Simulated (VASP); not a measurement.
Crystal: AgSnNO.

```xyz
4
Lattice="3.0489 -3.2596 0.0000 3.0489 3.2596 0.0000 0.0000 0.0000 4.1422" Properties=species:S:1:pos:R:3 pbc="T T T"
Ag    0.0000    0.0000    0.0000
Sn    3.0489    0.0000    0.0000
N     0.0000    0.0000    2.0711
O     3.0489    0.0000    2.0711
```

The cell comes from a database or a generator and needn't be the stable form of this composition.

The cell isn't the ideal one: C replaced by Sn, lengths x 1.106, strained and moved within the space group.

Base run:

```yaml
Program: VASP 6.6.1
Functional: PBE
Potentials_or_basis: VASP PAW PBE potentials, release 64 (Ag, Sn_d, N, O)
Cutoff: 520 eV
k_mesh: 10 × 10 × 10
Occupations: gaussian, width 0.1 eV
Spin: no spin polarisation
```

Its results: band gap on the k mesh none (metal or under the smearing width); pressure -6.8 GPa.

Problem. The run is repeated on the same cell with these changes: k mesh from 10 × 10 × 10 to 4 × 4 × 4; further incar settings from ALGO = Fast; EDIFF = 1e-07; NBANDS = 26 to ALGO = Normal; EDIFF = 1e-06; NBANDS = 26. What comes out?

Solution. Band gap on the k mesh none (metal or under the smearing width); pressure -6.2 GPa.

Caveats: some runs use coarse meshes.
